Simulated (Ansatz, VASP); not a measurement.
## SnSe2 (1T-SnSe2 4 layers, AA): VASP beside Ansatz

Wanted: the spread between two codes on one cell, functional and k mesh. The cell is taken from a series of runs on this material, whose earlier steps may have relaxed, scaled, displaced or heated it; both programs get it as it stands.

Calculated with Ansatz 0.2.0; plane waves, with VASP 6.6.1 beside it; single point at PBE with D3(BJ).

## 1. The structure

The cell holds 12 atoms: 8 Se and 4 Sn. Cell: a = 3.836 Å, b = 3.836 Å, c = 39.206 Å, α = 90.0°, β = 90.0°, γ = 120.0°. Vacuum lies along c.

## 2. Ansatz: single point, PBE with D3(BJ)

Ansatz runs on its PAW soft_1 files.

With cell and atoms fixed, the geometry can't cause a difference; cores, projectors, grids and the points listed under the comparison can.

The input, input.yaml:

```yaml
crystal:
  lattice:
    - [3.8364105267, 0.0, 0.0]
    - [-1.9182052633, 3.3224289755, 0.0]
    - [0.0, 0.0, 39.2057124422]
  atoms:
    - { symbol: Se, position: [0.6666666667, 0.3333333333, 0.2295583842] }
    - { symbol: Sn, position: [0.0, 0.0, 0.2702579739] }
    - { symbol: Se, position: [0.3333333333, 0.6666666667, 0.3109849514] }
    - { symbol: Se, position: [0.6666666667, 0.3333333333, 0.3825373526] }
    - { symbol: Sn, position: [0.0, 0.0, 0.4232238059] }
    - { symbol: Se, position: [0.3333333333, 0.6666666667, 0.4639058003] }
    - { symbol: Se, position: [0.6666666667, 0.3333333333, 0.5360941997] }
    - { symbol: Sn, position: [0.0, 0.0, 0.5767761941] }
    - { symbol: Se, position: [0.3333333333, 0.6666666667, 0.6174626474] }
    - { symbol: Se, position: [0.6666666667, 0.3333333333, 0.6890150486] }
    - { symbol: Sn, position: [0.0, 0.0, 0.7297420261] }
    - { symbol: Se, position: [0.3333333333, 0.6666666667, 0.7704416158] }
kpoints:
  mp_grid: { grid: [12, 12, 1] }
  band_path:
    path: [[0, 0, 0], [0.5, 0, 0], [0.33333333, 0.33333333, 0], [0, 0, 0]]
    npoints: 16
hamiltonian:
  xc: pbe
  dispersion: d3bj
  pseudopotentials: { kind: paw, azcp: { folder: soft_1 } }
scf:
  occupations: { method: fermi_dirac, width: 0.02585 }
  convergence: { dr2_threshold: 1.0e-10 }
efield:
  axis: 3
  dipole_correction: true
  ramp_position: 0.97
  ramp_width: 0.06
  amplitude: 0
output:
  dos: { projected: true, e_range: [-6, 5] }
  write_potential: true
  write_density: true
  volumetric_format: npy
  elf: true
```

Started as:

```bash
> ansatz run input.yaml --threads 4 --pin off --max-ram 12288MiB --backend cpu --events-out ev --progress --plain --runs-dir out
```

Numbers of over 12 decimals in the logs are rounded to 6 here.

What it wrote:

```text
Engine: ansatz 0.2.0, x86_64-unknown-linux-gnu
Pseudopotentials: kind: paw
Pseudopotential: Se, paw, valence charge 16, recommended cutoff 420 eV (normal), soft_1/Se.paw.azcp
Pseudopotential: Sn, paw, valence charge 14, recommended cutoff 420 eV (normal), soft_1/Sn.paw.azcp
Functional definition: PBE
  parameter kappa = 0.804
  parameter beta = 0.066725
  exchange = pbe_x(kappa = kappa, mu = beta*pi^2/3)
  correlation = pbe_c(beta = beta)
Crystal: 12 atoms, lattice volume = 499.724 Å³
Basis set: ecut = 420 eV, 9731 PW (Γ)
Bands: 111, of which v1, the nominal top of the filled ones, is band 92 counted from 1 (91 counted from 0)
Symmetry: 6 space group operations
k-points: 19 of 144 (time reversal used)
Non-local potential: Se, projectors of the file, l = 0: 2, l = 1: 2, l = 2: 3, l = 3: 1
Non-local potential: Sn, projectors of the file, l = 0: 2, l = 1: 2, l = 2: 2, l = 3: 1
PAW form: soft (Blöchl's): semilocal exchange-correlation on the pseudo side does not see the compensation charge
PAW one-centre angular grid: Se, 590 points (default); XC on 64 Gauss nodes
PAW one-centre angular grid: Sn, 590 points (default); XC on 64 Gauss nodes
Initial density: superposition of atomic densities (neutral atoms: chi_scale 0, normalization atom)
Initial wavefunctions: pseudopotential atomic-orbital guess
Functional: x = pbe(κ = 0.804, μ = 0.219515), c = pbe(β = 0.066725)
iter 1 solved again at ethr=2.14e-3 eV; its pass at ethr=3.10e-3 eV (dr2=3.93e0 eV) is discarded
SCF iter   1: F=—  HF=-67858.795953 eV  |F-HF|=—  |Δ(HF+E_count)|=         —  Δρ=2.30e-2  dr2=3.96e0  ethr=2.14e-3  p=0.000 e·Å  D=2.28e-13 V/Å  ΔV_dip=-0.00 eV  dr2_dipole=2.38e-11  V_vac-E_F(+/−)=6.04/6.04 eV  ⟨swp⟩=2.5  Hψ=10570  notcnv=0
efield: sawtooth ramp at fractional position 0.9700 (set: `efield.ramp_position`, or a place that a band, a saddle search or an elastic batch's reference lends), width 0.0600; the density the first Hamiltonian is built on has a dipole p = 0.000 e·Å; the dipole correction subtracts the counter field D = 2.28e-13 V/Å, which shifts the + side's vacuum level by -0.00 eV against the − side's; the planar-averaged density in the ramp window peaks in size at 1.1e-5 e/Å³
preconditioner: auto → Resta (q_TF=auto, 2.310 Å⁻¹)  ε∞=2.2  [insulator: Δε(μ)=0.882 eV  Ē_g=15.546 eV  σ=0.026 eV  W_gap=1.00  n_scr=130 (ndim 8)  ℏωp=16.9 eV  f_vac=0.387  D(μ)=0.00/eV (n_scr^D=0)  ε∞_Penn≈2.2  vacuum switching on, ρ_ref=1.8e-2 e/Å³]
SCF iter   2: F=—  HF=-67857.829077 eV  |F-HF|=—  |Δ(HF+E_count)|=   9.67e-1  Δρ=1.07e-2  dr2=5.03e-1  ethr=2.14e-3  p=-0.000 e·Å  D=-6.86e-7 V/Å  ΔV_dip=0.00 eV  dr2_dipole=2.50e-10  V_vac-E_F(+/−)=5.92/5.92 eV  ⟨swp⟩=3.2  Hψ=3206  notcnv=0
SCF iter   3: F=—  HF=-67857.781106 eV  |F-HF|=—  |Δ(HF+E_count)|=   4.80e-2  Δρ=4.46e-3  dr2=9.15e-2  ethr=2.73e-4  p=0.000 e·Å  D=3.65e-6 V/Å  ΔV_dip=-0.00 eV  dr2_dipole=4.22e-9  V_vac-E_F(+/−)=5.56/5.56 eV  ⟨swp⟩=2.4  Hψ=3397  notcnv=0  defer=261
SCF iter   4: F=—  HF=-67857.795975 eV  |F-HF|=—  |Δ(HF+E_count)|=   1.49e-2  Δρ=1.64e-3  dr2=1.76e-1  ethr=4.97e-5  p=-0.000 e·Å  D=-1.64e-5 V/Å  ΔV_dip=0.00 eV  dr2_dipole=8.79e-8  V_vac-E_F(+/−)=5.80/5.80 eV  ⟨swp⟩=2.4  Hψ=2428  notcnv=0  defer=261
SCF iter   5: F=—  HF=-67857.784620 eV  |F-HF|=—  |Δ(HF+E_count)|=   1.14e-2  Δρ=9.39e-4  dr2=2.56e-2  ethr=4.97e-5  p=0.000 e·Å  D=1.02e-5 V/Å  ΔV_dip=-0.00 eV  dr2_dipole=3.21e-8  V_vac-E_F(+/−)=5.48/5.48 eV  ⟨swp⟩=2.2  Hψ=2548  notcnv=0  defer=257
SCF iter   6: F=—  HF=-67857.784074 eV  |F-HF|=—  |Δ(HF+E_count)|=   5.46e-4  Δρ=3.70e-4  dr2=3.74e-3  ethr=1.39e-5  p=-0.000 e·Å  D=-1.05e-5 V/Å  ΔV_dip=0.00 eV  dr2_dipole=3.42e-8  V_vac-E_F(+/−)=5.54/5.54 eV  ⟨swp⟩=1.9  Hψ=2222  notcnv=0  defer=257
SCF iter   7: F=—  HF=-67857.783891 eV  |F-HF|=—  |Δ(HF+E_count)|=   1.83e-4  Δρ=1.71e-4  dr2=1.39e-4  ethr=2.03e-6  p=0.000 e·Å  D=6.89e-6 V/Å  ΔV_dip=-0.00 eV  dr2_dipole=1.46e-8  V_vac-E_F(+/−)=5.56/5.56 eV  ⟨swp⟩=2.0  Hψ=2172  notcnv=0  defer=257
SCF iter   8: F=—  HF=-67857.784014 eV  |F-HF|=—  |Δ(HF+E_count)|=   1.23e-4  Δρ=5.79e-5  dr2=1.43e-5  ethr=7.57e-8  p=-0.000 e·Å  D=-3.25e-5 V/Å  ΔV_dip=0.00 eV  dr2_dipole=3.38e-7  V_vac-E_F(+/−)=5.56/5.56 eV  ⟨swp⟩=2.2  Hψ=2452  notcnv=0  defer=257
SCF iter   9: F=—  HF=-67857.784066 eV  |F-HF|=—  |Δ(HF+E_count)|=   5.20e-5  Δρ=1.63e-5  dr2=1.14e-5  ethr=7.76e-9  p=0.000 e·Å  D=1.70e-4 V/Å  ΔV_dip=-0.01 eV  dr2_dipole=9.14e-6  V_vac-E_F(+/−)=5.56/5.56 eV  ⟨swp⟩=2.0  Hψ=2529  notcnv=0  defer=257
SCF iter  10: F=—  HF=-67857.784067 eV  |F-HF|=—  |Δ(HF+E_count)|=   4.59e-7  Δρ=1.23e-5  dr2=9.96e-6  ethr=6.21e-9  p=-0.000 e·Å  D=-1.70e-4 V/Å  ΔV_dip=0.01 eV  dr2_dipole=9.12e-6  V_vac-E_F(+/−)=5.56/5.56 eV  ⟨swp⟩=2.0  Hψ=2183  notcnv=0  defer=257
[...]
SCF iter  16: F=—  HF=-67857.784066 eV  |F-HF|=—  |Δ(HF+E_count)|=  5.82e-11  Δρ=1.05e-7  dr2=9.57e-10  ethr=1.00e-12  p=-0.000 e·Å  D=-1.25e-7 V/Å  ΔV_dip=0.00 eV  dr2_dipole=2.06e-12  V_vac-E_F(+/−)=5.56/5.56 eV  ⟨swp⟩=10.1  Hψ=8194  notcnv=0
SCF iter  17: F=-67857.784066 eV  HF=-67857.784066 eV  |F-HF|=6.69e-10  |Δ(HF+E_count)|=  4.37e-11  Δρ=4.68e-8  dr2=8.56e-11  ethr=1.00e-12  p=0.000 e·Å  D=7.75e-8 V/Å  ΔV_dip=-0.00 eV  dr2_dipole=1.42e-12  V_vac-E_F(+/−)=5.56/5.56 eV  ⟨swp⟩=1.1  Hψ=4204  notcnv=0
SCF 1 converged in 17 iterations: F = -67857.784066 eV  dr2 = 8.56e-11
  greatest PAW one-centre occupation: 1.000 electrons in one spin orbital (limit 2), on the Se atom at site 3 (counted from 0), in its partial waves of l = 2
NSCF: frozen V_eff on 49 k-points
efield: sawtooth ramp at fractional position 0.9700 (kept from the solve that this one continues, or follows in the run), width 0.0600; the density the first Hamiltonian is built on has a dipole p = 0.000 e·Å; the dipole correction subtracts the counter field D = 7.75e-8 V/Å, which shifts the + side's vacuum level by -0.00 eV against the − side's; the planar-averaged density in the ramp window peaks in size at 1.1e-5 e/Å³
WARN: The output density's exchange-correlation potential varies sharply where the density is thin. Do not read a vacuum level from v_tot or v_xc, or from such a field of the output density. On a cell that repeats whose density bears no net charge and no dipole along the vacuum's axis use v_es (v_loc + v_h of the components); under efield.dipole_correction with no amplitude use v_es + v_field, which holds any externa [...]
SCF converged after 17 iterations
Free energy (F): -67857.784066 eV
Harris-Foulkes:  -67857.784066 eV  (|F-HF|=6.69e-10)
Internal energy: -67857.784065 eV  (E = F + TS)
E sigma→0 (E₀):  -67857.784065 eV
Entropy (-TS):   -0.000001 eV (-0.000 meV/atom)
Fermi energy:    2.969230 eV
Dipole field:    D = -0.000001 V/Å  (p = -0.000003 e·Å, saw-weighted, corrected)
Work function:   Φ+ = 5.5592 eV   Φ− = 5.5591 eV
Levels:          The Fermi level and band energies are counted from a zero that moves with the ramp; work functions are not
--- Per-component energies (eV) ---
  E_band       = -4436.843877
  E_kinetic    = 1558.372278
  E_local      = -269908.971534  (includes V_loc(G=0)·N_el)
  E_nonlocal   = -2254.294787
  E_hartree    = 135010.554928
  E_xc         = -1181.582878
  E_vxc        = -1041.074297  (∫ρ·V_xc dr)
  E_paw        = -34526.743849  (= ΣΔE_a)
  E_vpaw       = -2811.986197  (= ΣTr[D̂ρ^β])
  E_aug_tail   = -0.001851  (compensation charges beyond the density's cutoff)
  E_efield     = 0.000000  (sawtooth field / dipole correction)
  E_vefield    = 0.000000  (∫n·V_field dr)
  E_ewald      = 103448.906268
  E_disp       = -4.022640  (pairwise vdW)
  E_smearing   = -0.000001  (= −TS)
  E_closure    = 0.000000  (closes the sum)
  Σ components = -67857.784066   (vs F -67857.784066, Δ=0.00e0)
--- Band table (eV; the first three rows and the last of 19) ---
  k-point 0: bands = [... 88 lower, 2.4567, 2.4567, 2.4927, 2.4927, 3.6705, 4.1410, 4.6465, 5.0274, ... 15 higher]
  k-point 1: bands = [... 88 lower, 2.4310, 2.5247, 2.5586, 2.5701, 4.2455, 4.5114, 4.8090, 5.0062, ... 15 higher]
  k-point 2: bands = [... 88 lower, 2.4125, 2.5391, 2.6005, 2.6090, 4.4803, 4.6339, 4.8192, 4.9670, ... 15 higher]
  k-point 18: bands = [... 88 lower, 1.8805, 1.8805, 2.2384, 2.2384, 3.6790, 4.0328, 4.4885, 4.8479, ... 15 higher]
```

The column dr2 measures how far the density is from self-consistency, as an energy; F and HF (Harris–Foulkes) agree once it is small.

## 3. VASP: single point, PBE with D3(BJ)

The same cell, functional, mesh and smearing now go to VASP, with its own data sets.

Lines of VASP's logs that name or quote its potential files are left out, and so is its time.

The input, INCAR:

```
SYSTEM = SnSe2
PREC = Accurate
ENCUT = 400
EDIFF = 1E-06
NELM = 120
ISMEAR = -1
SIGMA = 0.02585
LREAL = .FALSE.
ALGO = Normal
GGA = PE
IVDW = 12
NBANDS = 64
LORBIT = 11
LWAVE = .FALSE.
LCHARG = .FALSE.
ISIF = 2
LDIPOL = .TRUE.
IDIPOL = 3
DIPOL = 0.5 0.5 0.5
LVHAR = .TRUE.
LASPH = .TRUE.
GGA_COMPAT = .FALSE.
EFERMI = MIDGAP
NELMDL = -8
KPAR = 2
```

The input, POSCAR:

```
SnSe2
1.0
    3.8364105267      0.0000000000      0.0000000000
   -1.9182052633      3.3224289755      0.0000000000
    0.0000000000      0.0000000000     39.2057124422
Se Sn
8 4
Direct
    0.6666666667      0.3333333333      0.2295583842
    0.3333333333      0.6666666667      0.3109849514
    0.6666666667      0.3333333333      0.3825373526
    0.3333333333      0.6666666667      0.4639058003
    0.6666666667      0.3333333333      0.5360941997
    0.3333333333      0.6666666667      0.6174626474
    0.6666666667      0.3333333333      0.6890150486
    0.3333333333      0.6666666667      0.7704416158
    0.0000000000      0.0000000000      0.2702579739
    0.0000000000      0.0000000000      0.4232238059
    0.0000000000      0.0000000000      0.5767761941
    0.0000000000      0.0000000000      0.7297420261
```

The input, KPOINTS:

```
Automatic mesh
0
Gamma
12 12 1
0 0 0
```

PAW data sets: Se and Sn_d (PBE family, release 64).

Started as:

```bash
> mpirun -np 2 vasp_std
```

What it wrote:

```text
[banner, memory and clock lines left out]
running    2 mpi-ranks, on    1 nodes
 distrk:  each k-point on    1 cores,    2 groups
 distr:  one band on    1 cores,    1 groups

 POSCAR found type information on POSCAR SeSn
 POSCAR found :  2 types and      12 ions
 LDA part: xc-table for (Slater+PW92), standard interpolation
 POSCAR, INCAR and KPOINTS ok, starting setup
 FFT: planning ... GRIDC
 FFT: planning ... GRID_SOFT
 FFT: planning ... GRID
 WAVECAR not read
 entering main loop
       N       E                     dE             d eps       ncg     rms          rms(c)
DAV:   1     0.940753976111E+03    0.94075E+03   -0.40473E+04  2632   0.138E+03
DAV:   2     0.936072673891E+02   -0.84715E+03   -0.82163E+03  2720   0.351E+02
DAV:   3    -0.400525968209E+02   -0.13366E+03   -0.13087E+03  2896   0.162E+02
DAV:   4    -0.480105094561E+02   -0.79579E+01   -0.78816E+01  2824   0.417E+01
DAV:   5    -0.482871110107E+02   -0.27660E+00   -0.27591E+00  3232   0.762E+00
DAV:   6    -0.482970909025E+02   -0.99799E-02   -0.99765E-02  3416   0.132E+00
DAV:   7    -0.482974155768E+02   -0.32467E-03   -0.32463E-03  3664   0.221E-01
DAV:   8    -0.482974237289E+02   -0.81521E-05   -0.81517E-05  3544   0.343E-02    0.977E+00
DAV:   9    -0.473324519315E+02    0.96497E+00   -0.19352E+00  3272   0.907E+00    0.630E+00
DAV:  10    -0.472942551307E+02    0.38197E-01   -0.10023E+00  3112   0.380E+00    0.984E-01
DAV:  11    -0.472747803159E+02    0.19475E-01   -0.10583E-01  3192   0.212E+00    0.564E-01
DAV:  12    -0.472765311143E+02   -0.17508E-02   -0.13056E-02  2936   0.397E-01    0.148E-01
DAV:  13    -0.472766609113E+02   -0.12980E-03   -0.10157E-03  3200   0.211E-01    0.694E-02
DAV:  14    -0.472767801263E+02   -0.11921E-03   -0.25381E-04  2784   0.562E-02    0.290E-02
[...]
DAV:  18    -0.472769429607E+02   -0.33690E-04   -0.14900E-06  2064   0.435E-03    0.280E-03
DAV:  19    -0.472770173521E+02   -0.74391E-04   -0.82737E-06  2192   0.651E-03    0.373E-03
DAV:  20    -0.472770253480E+02   -0.79959E-05   -0.56092E-07  1816   0.254E-03    0.274E-03
DAV:  21    -0.472770349798E+02   -0.96318E-05   -0.39459E-07  1784   0.186E-03    0.671E-04
DAV:  22    -0.472770404994E+02   -0.55196E-05   -0.37416E-07  1800   0.149E-03    0.858E-04
DAV:  23    -0.472770420417E+02   -0.15424E-05   -0.58563E-08  1704   0.101E-03    0.418E-04
DAV:  24    -0.472770436030E+02   -0.15613E-05   -0.65491E-08  1720   0.601E-04    0.198E-04
DAV:  25    -0.472770440441E+02   -0.44110E-06   -0.12745E-08  1648   0.483E-04
   1 F= -.51299008E+02 E0= -.51299007E+02  d E =-.122465E-05
```

(Continued in part 2 of 2.)

[Lines on the potential files, build, host, timing and source positions are cut from VASP's logs without a mark.]

[Logs are printed without paths, hosts, clocks, repeated set-up lines and the standing remarks that a program may print on its own settings, such as how far it seeks lower states.]

[Hosts, paths, dates, database ids (printed as entryN), source tags and the programs' standing remarks are cut or masked in the printed files.]
